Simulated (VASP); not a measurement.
Energy against volume of BN (zinc blende). Computed with RPBE GGA, VASP's PBE PAW potentials (set 64) (plane waves; VASP 6.6.1). Run with 520 eV cut-off, 12×12×12 Γ-centred mesh, Gaussian smearing of 0.050 eV, potentials B N.

| V (Å³/atom) | E (eV/atom) |
|---|---|
| 5.687 | -8.28601 |
| 5.869 | -8.30689 |
| 6.050 | -8.31363 |
| 6.232 | -8.30809 |

**Question.** Fit these four points and predict the energy of the run at 6.413 Å³/atom.

**Answer.** A cubic in V^(−2/3), the third-order Birch-Murnaghan form, passes through the four points with V0 = 6.06 Å³/atom and B0 = 360 GPa, and gives -8.2918 eV/atom there. The run gave -8.2919 eV/atom, -0.0 meV/atom from the fit; all five points give B0 = 360 GPa.

The compound is BN in the zinc blende structure. It was relaxed first.
